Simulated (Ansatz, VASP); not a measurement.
# H17C8S3NO5F6: VASP beside Ansatz, part 2 of 2

One calculation is typed for both programs; each brings its own data sets. How far apart do they land? The cell is taken from a series of runs on this material, whose earlier steps may have relaxed, scaled, displaced or heated it; both programs get it as it stands.

VASP 6.6.1 and Ansatz 0.2.0.

So far. Step 2 (VASP: single point, PBE with D4, pair 1): The run ends at a pressure of 2.56 GPa, with forces up to 5.0 eV/Å.

### 5. VASP: single point, PBE with D4, pair 2

Level of this step: PBE with D4; plane waves and PAW (C, S, H, N, O, F) (VASP).

With cell and atoms fixed, the geometry can't cause a difference; cores, projectors, grids and the points listed under the comparison can. The cell compared in this pair holds 1365.64 Å³, against 1195.69 Å³ for the pair before.

Input file INCAR:

```
SYSTEM = H17C8S3NO5F6
PREC = Accurate
ENCUT = 600
EDIFF = 1E-06
NELM = 120
ISMEAR = 0
SIGMA = 0.01
LREAL = Auto
ALGO = Normal
GGA = PE
IVDW = 13
NBANDS = 304
LORBIT = 11
LWAVE = .FALSE.
LCHARG = .FALSE.
ISIF = 2
LASPH = .TRUE.
GGA_COMPAT = .FALSE.
EFERMI = MIDGAP
NCORE = 4
```

Input file POSCAR:

```
H17C8S3NO5F6
1.0
   11.1826700000     -0.4099800000      0.2791100000
   -0.4099800000     10.9549300000      0.1160600000
    0.2791100000      0.1160600000     11.1713700000
C S H N O F
24 9 51 3 15 18
Direct
    0.3795100000      0.6694900000      0.5643600000
    0.2436000000      0.6492800000      0.5777900000
    0.0135900000      0.6852000000      0.4991000000
    0.9649500000      0.5628300000      0.5547200000
    0.2037100000      0.8484400000      0.4124000000
    0.3136900000      0.8743100000      0.3279000000
    0.3405700000      0.9896000000      0.7916600000
    0.4005400000      0.0019700000      0.9100800000
    0.5531600000      0.9258300000      0.0819700000
    0.6040200000      0.8278000000      0.1583000000
    0.5911500000      0.8573700000      0.8368900000
    0.6628800000      0.7457600000      0.8510300000
    0.7459200000      0.5688300000      0.2979900000
    0.6543400000      0.4970800000      0.2256000000
    0.7974100000      0.4681700000      0.0113600000
    0.8760600000      0.3872100000      0.9379900000
    0.5954700000      0.3054400000      0.0696600000
    0.5141900000      0.2341000000      0.1635100000
    0.0179400000      0.2343700000      0.2452000000
    0.3628500000      0.2961400000      0.5053800000
    0.9533400000      0.9649200000      0.9620000000
    0.1553600000      0.5718900000      0.0534000000
    0.7803100000      0.9156200000      0.5080100000
    0.6609900000      0.3338100000      0.6719900000
    0.1688700000      0.6847100000      0.4414900000
    0.4739800000      0.8658200000      0.9545800000
    0.7241200000      0.3812000000      0.1381800000
    0.1896400000      0.2394600000      0.2329500000
    0.2088900000      0.2266700000      0.4780200000
    0.0001200000      0.8485800000      0.0727600000
[... 84 atom lines left out ...]
    0.7188200000      0.8044200000      0.5012200000
    0.8361100000      0.9176200000      0.6120200000
    0.8632500000      0.9267000000      0.4171300000
    0.6409100000      0.3851100000      0.5647600000
    0.5576200000      0.2837400000      0.7223400000
    0.7031700000      0.4240700000      0.7425600000
```

Input file KPOINTS:

```
Automatic mesh
0
Gamma
1 1 1
0 0 0
```

The projector-augmented-wave data sets are C, S, H, N, O and F (PBE family, release 64).

Started as:

```console
mpirun -np 16 vasp_gam
```

Numbers of over 12 decimals in the logs are rounded to 6 here.

Output:

```text
[... set-up lines as in an earlier step ...]
 entering main loop
       N       E                     dE             d eps       ncg     rms          rms(c)
DAV:   1     0.393908344950E+04    0.39391E+04   -0.26193E+05   616   0.151E+03
DAV:   2    -0.303140688415E+03   -0.42422E+04   -0.40488E+04   752   0.347E+02
DAV:   3    -0.696084612618E+03   -0.39294E+03   -0.38948E+03   744   0.109E+02
DAV:   4    -0.704679206775E+03   -0.85946E+01   -0.85439E+01   760   0.174E+01
[...]
DAV:  17    -0.637076490991E+03    0.13798E-04   -0.35704E-05   792   0.252E-02    0.103E-02
DAV:  18    -0.637076491711E+03   -0.71982E-06   -0.32753E-05   736   0.125E-02    0.887E-03
DAV:  19    -0.637076490732E+03    0.97901E-06   -0.11939E-06   536   0.292E-03
   1 F= -.64428383E+03 E0= -.64428383E+03  d E =0.000000E+00
```

From OUTCAR (step 5):

```text
  FREE ENERGIE OF THE ION-ELECTRON SYSTEM (eV)
  ---------------------------------------------------
  free  energy   TOTEN  =      -644.2838264603 eV

  energy  without entropy=     -644.2838264603  energy(sigma->0) =     -644.28382646
```

The run ends at a pressure of -0.14 GPa, with forces up to 0.45 eV/Å.

### 6. Ansatz: single point, PBE with D4, pair 2

The same cell, functional and mesh now go to Ansatz, which takes its cutoff from its data sets.

The cell is taken from a series of runs on this material, whose earlier steps may have relaxed, scaled, displaced or heated it; both programs get it as it stands.

Input file input.yaml:

```yaml
crystal:
  lattice:
    - [11.18267, -0.40998, 0.27911]
    - [-0.40998, 10.95493, 0.11606]
    - [0.27911, 0.11606, 11.17137]
  atoms:
    - { symbol: C, position: [0.37951, 0.66949, 0.56436] }
    - { symbol: C, position: [0.2436, 0.64928, 0.57779] }
    - { symbol: S, position: [0.16887, 0.68471, 0.44149] }
    - { symbol: C, position: [0.01359, 0.6852, 0.4991] }
    - { symbol: C, position: [0.96495, 0.56283, 0.55472] }
    - { symbol: C, position: [0.20371, 0.84844, 0.4124] }
    - { symbol: C, position: [0.31369, 0.87431, 0.3279] }
    - { symbol: H, position: [0.41636, 0.62101, 0.48761] }
    - { symbol: H, position: [0.41008, 0.76675, 0.55571] }
    - { symbol: H, position: [0.41602, 0.63194, 0.64555] }
    - { symbol: H, position: [0.21509, 0.55224, 0.59529] }
    - { symbol: H, position: [0.20562, 0.70319, 0.65] }
    - { symbol: H, position: [0.01081, 0.7601, 0.56277] }
    - { symbol: H, position: [0.96615, 0.71035, 0.41958] }
    - { symbol: H, position: [0.97874, 0.48603, 0.49561] }
    - { symbol: H, position: [0.86822, 0.5665, 0.57407] }
    - { symbol: H, position: [0.00513, 0.54413, 0.63992] }
    - { symbol: H, position: [0.12365, 0.87758, 0.36996] }
    - { symbol: H, position: [0.21098, 0.8937, 0.4988] }
    - { symbol: H, position: [0.30184, 0.82734, 0.24301] }
    - { symbol: H, position: [0.39643, 0.84855, 0.36681] }
    - { symbol: H, position: [0.32223, 0.97334, 0.30936] }
    - { symbol: C, position: [0.34057, 0.9896, 0.79166] }
    - { symbol: C, position: [0.40054, 0.00197, 0.91008] }
    - { symbol: S, position: [0.47398, 0.86582, 0.95458] }
    - { symbol: C, position: [0.55316, 0.92583, 0.08197] }
    - { symbol: C, position: [0.60402, 0.8278, 0.1583] }
    - { symbol: C, position: [0.59115, 0.85737, 0.83689] }
    - { symbol: C, position: [0.66288, 0.74576, 0.85103] }
    - { symbol: H, position: [0.29015, 0.07057, 0.78024] }
    - { symbol: H, position: [0.27785, 0.90818, 0.79205] }
    - { symbol: H, position: [0.40595, 0.98857, 0.71561] }
    - { symbol: H, position: [0.33456, 0.01207, 0.9847] }
    - { symbol: H, position: [0.46863, 0.07942, 0.90807] }
    - { symbol: H, position: [0.48383, 0.97131, 0.13331] }
    - { symbol: H, position: [0.62218, 0.99555, 0.04711] }
    - { symbol: H, position: [0.63586, 0.87114, 0.23969] }
    - { symbol: H, position: [0.53461, 0.75503, 0.18491] }
    - { symbol: H, position: [0.68026, 0.7879, 0.11298] }
    - { symbol: H, position: [0.54105, 0.85315, 0.755] }
    - { symbol: H, position: [0.64615, 0.94466, 0.83358] }
    - { symbol: H, position: [0.72083, 0.75251, 0.92711] }
    - { symbol: H, position: [0.72206, 0.74077, 0.77028] }
    - { symbol: H, position: [0.60444, 0.66074, 0.85937] }
    - { symbol: C, position: [0.74592, 0.56883, 0.29799] }
    - { symbol: C, position: [0.65434, 0.49708, 0.2256] }
    - { symbol: S, position: [0.72412, 0.3812, 0.13818] }
    - { symbol: C, position: [0.79741, 0.46817, 0.01136] }
    - { symbol: C, position: [0.87606, 0.38721, 0.93799] }
    - { symbol: C, position: [0.59547, 0.30544, 0.06966] }
    - { symbol: C, position: [0.51419, 0.2341, 0.16351] }
[... 13 lines left out ...]
    - { symbol: H, position: [0.44418, 0.18057, 0.11805] }
    - { symbol: H, position: [0.4674, 0.29514, 0.22287] }
    - { symbol: "N", position: [0.22399, 0.16567, 0.35028] }
    - { symbol: S, position: [0.18964, 0.23946, 0.23295] }
    - { symbol: O, position: [0.21835, 0.16488, 0.13046] }
    - { symbol: O, position: [0.23006, 0.36814, 0.22666] }
    - { symbol: C, position: [0.01794, 0.23437, 0.2452] }
    - { symbol: F, position: [0.97517, 0.20748, 0.13777] }
    - { symbol: F, position: [0.98199, 0.34447, 0.27622] }
    - { symbol: F, position: [0.97219, 0.15045, 0.3259] }
    - { symbol: S, position: [0.20889, 0.22667, 0.47802] }
    - { symbol: O, position: [0.13415, 0.32912, 0.48533] }
    - { symbol: O, position: [0.19056, 0.12821, 0.56837] }
    - { symbol: C, position: [0.36285, 0.29614, 0.50538] }
    - { symbol: F, position: [0.44181, 0.21018, 0.5053] }
    - { symbol: F, position: [0.40029, 0.38224, 0.42032] }
    - { symbol: F, position: [0.35962, 0.35085, 0.61188] }
    - { symbol: "N", position: [0.12388, 0.81054, 0.01013] }
    - { symbol: S, position: [0.00012, 0.84858, 0.07276] }
    - { symbol: O, position: [0.02722, 0.91464, 0.18013] }
    - { symbol: O, position: [0.90026, 0.755, 0.07921] }
    - { symbol: C, position: [0.95334, 0.96492, 0.962] }
    - { symbol: F, position: [0.03774, 0.05599, 0.94293] }
    - { symbol: F, position: [0.85099, 0.01033, 0.00539] }
    - { symbol: F, position: [0.93105, 0.91119, 0.85734] }
    - { symbol: S, position: [0.13346, 0.68985, 0.93421] }
    - { symbol: O, position: [0.02847, 0.64589, 0.87201] }
    - { symbol: O, position: [0.24877, 0.69918, 0.86642] }
    - { symbol: C, position: [0.15536, 0.57189, 0.0534] }
    - { symbol: F, position: [0.2577, 0.60199, 0.10736] }
    - { symbol: F, position: [0.06384, 0.56488, 0.1368] }
    - { symbol: F, position: [0.16132, 0.46308, 0.00209] }
    - { symbol: "N", position: [0.75141, 0.15946, 0.52818] }
    - { symbol: S, position: [0.67146, 0.03833, 0.50093] }
    - { symbol: O, position: [0.64247, 0.04206, 0.3758] }
    - { symbol: O, position: [0.5773, 0.99733, 0.58997] }
    - { symbol: C, position: [0.78031, 0.91562, 0.50801] }
    - { symbol: F, position: [0.71882, 0.80442, 0.50122] }
    - { symbol: F, position: [0.83611, 0.91762, 0.61202] }
    - { symbol: F, position: [0.86325, 0.9267, 0.41713] }
    - { symbol: S, position: [0.77388, 0.21371, 0.65734] }
    - { symbol: O, position: [0.74434, 0.13276, 0.76106] }
    - { symbol: O, position: [0.8886, 0.28502, 0.6504] }
    - { symbol: C, position: [0.66099, 0.33381, 0.67199] }
    - { symbol: F, position: [0.64091, 0.38511, 0.56476] }
    - { symbol: F, position: [0.55762, 0.28374, 0.72234] }
    - { symbol: F, position: [0.70317, 0.42407, 0.74256] }
    - { symbol: O, position: [0.31594, 0.28082, 0.90427] }
    - { symbol: H, position: [0.24431, 0.28388, 0.8562] }
    - { symbol: H, position: [0.2819, 0.2537, 0.98348] }
    - { symbol: O, position: [0.44593, 0.50611, 0.8958] }
    - { symbol: H, position: [0.39709, 0.4265, 0.89671] }
    - { symbol: H, position: [0.38625, 0.5663, 0.89948] }
    - { symbol: O, position: [0.11453, 0.25936, 0.77251] }
    - { symbol: H, position: [0.03795, 0.28745, 0.75025] }
    - { symbol: H, position: [0.13459, 0.20491, 0.7074] }
kpoints:
  mp_grid: { grid: [1, 1, 1] }
hamiltonian:
  xc: pbe
  dispersion: d4
scf:
  occupations: { method: fixed }
output:
  forces: true
  stress: true
  populations: intrinsic
  dos:
    method: { smearing: { sigma: 0.15 } }
    de: 0.1
    projected: { site_lists: { C: [C], F: [F], H: [H], "N": ["N"], O: [O] } }
  eigenvalues: true
  write_density: true
  write_potential: true
  volumetric_format: npy
```

Started as:

```console
ansatz run input.yaml --threads 4 --pin off --max-ram 8192MiB --backend cpu --events-out ev --progress --plain --runs-dir out
```

Output:

```text
[...]
Crystal: 120 atoms, lattice volume = 1365.644 Å³
Basis set: ecut = 420 eV, 26715 PW (Γ), exchange–correlation on 150×150×150 points (8 copies of the dense FFT grid, shifted against one another)
Bands: 336, of which v1, the nominal top of the filled ones, is band 216 counted from 1 (215 counted from 0)
Symmetry: 1 space group operations
[...]
k-points: 1
[...]
P = ⅓ Tr σ = -0.0046 GPa (-0.046 kbar)
--- Band table (eV) ---
  k-point 0: bands = [... 212 lower, -0.4314, -0.4044, -0.3828, -0.3108, 4.5682, 4.6709, 4.8080, 4.8533, ... 116 higher]
--- intrinsic populations: 120 sites ---
  site symbol       q [e]
     0      C      4.5323
     1      C      4.4168
     2      S      5.2590
     3      C      4.4152
     4      C      4.5327
     5      C      4.4181
     6      C      4.5277
     7      H      0.8137
[...]
116      H      0.6200
   117      O      6.7905
   118      H      0.6050
   119      H      0.6199
  spilling = 0.000000 (of n_electrons = 432.000000)
```

### 7. Side by side

Both answers:

```csv
quantity,Ansatz,VASP,difference
pressure (GPa),0.00,-0.14,+0.14
gap on the k mesh (eV),4.879,4.886,-0.007
```

Forces on 7 of the 120 atoms, those with the largest forces and the largest differences (eV/Å; atoms numbered as in POSCAR):

| atom | Ansatz x, y, z | VASP x, y, z |
| --- | --- | --- |
| F103 | -0.007, -0.008, -0.012 | -0.150, -0.093, -0.384 |
| F105 | -0.003, -0.008, 0.000 | -0.143, -0.304, 0.293 |
| F106 | 0.004, 0.000, -0.007 | 0.290, -0.314, -0.008 |
| F109 | 0.004, 0.005, 0.003 | 0.313, 0.323, -0.052 |
| F112 | 0.006, 0.001, 0.003 | 0.359, 0.100, 0.194 |
| F114 | 0.005, -0.002, -0.002 | 0.032, -0.374, -0.193 |
| F117 | 0.002, 0.001, -0.008 | 0.279, 0.030, -0.321 |

The forces differ by 120 meV/Å r.m.s., where the r.m.s. force is 0.005 eV/Å in Ansatz and 0.122 eV/Å in VASP: the atoms lie near their places of rest in Ansatz, so a percentage would say little (all taken over all components). A gap on the mesh is an upper bound, since the band edges may lie between its points.

### 8. Results

```yaml
r_m_s_force_difference_single_point_pbe_with_d4_pair_1: 13 % of the r.m.s. force
r_m_s_force_difference_single_point_pbe_with_d4_pair_2: 120 meV/Å
```

**Reading.** The r.m.s. force difference is 120 meV/Å (single point, PBE with D4, pair 2), beyond the 12 meV/Å picked in this series as the mark of a large difference. What causes the difference of the single point, PBE with D4, pair 1 pair stays open here. What causes the difference of the single point, PBE with D4, pair 2 pair stays open here. How closely two codes agree says nothing of how well the functional describes the real material.

[Lines on the potential files, build, host, timing and source positions are cut from VASP's logs without a mark.]

[Logs are printed without paths, hosts, clocks, repeated set-up lines and the standing remarks that a program may print on its own settings, such as how far it seeks lower states.]

[Hosts, paths, dates, database ids (printed as entryN), source tags and the programs' standing remarks are cut or masked in the printed files.]
